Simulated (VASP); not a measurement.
CrO$_{2}$ (rutile): the lattice constant a from VASP (plane waves, PAW) at several levels of theory. Static lattice.  The measured value holds thermal and zero-point effects that the static calculation lacks.

```
level       lattice constant a (Å)  error against measurement
----------  ----------------------  -------------------------
PBEsol                       4.395                     -0.5 %
RPBE                         4.491                     +1.6 %
AM05                         4.402                     -0.4 %
PBE-D3(BJ)                   4.425                     +0.1 %
PBE-D4                       4.412                     -0.2 %
```

Measured: 4.419 Å (as given by Zenji Hiroi, Progress in Solid State Chemistry (2015), arXiv:1503.02262).

The cell of the PBEsol run:

```xyz
6
Lattice="4.3949 0.0000 0.0000 0.0000 4.3949 0.0000 0.0000 0.0000 2.8930" Properties=species:S:1:pos:R:3 pbc="T T T"
Cr     4.3949     0.0000     0.0000
Cr     2.1975     2.1975     1.4465
O      1.3328     1.3328     2.8930
O      3.5303     0.8647     1.4465
O      0.8647     3.5303     1.4465
O      3.0621     3.0621     0.0000
```
Starting moments (μB, in the order of the record's atoms Cr Cr O O O O): 2.1 2.1 -0.1 -0.1 -0.1 -0.1.

Only levels that ran to the end are used. Left out are those held back, those with too coarse a band path, GW runs whose mesh misses a band edge, hybrids' fits of cells that aren't cubic and levels without matching references; a question may draw on a part of the rest.

The compound is CrO2 in the rutile structure.
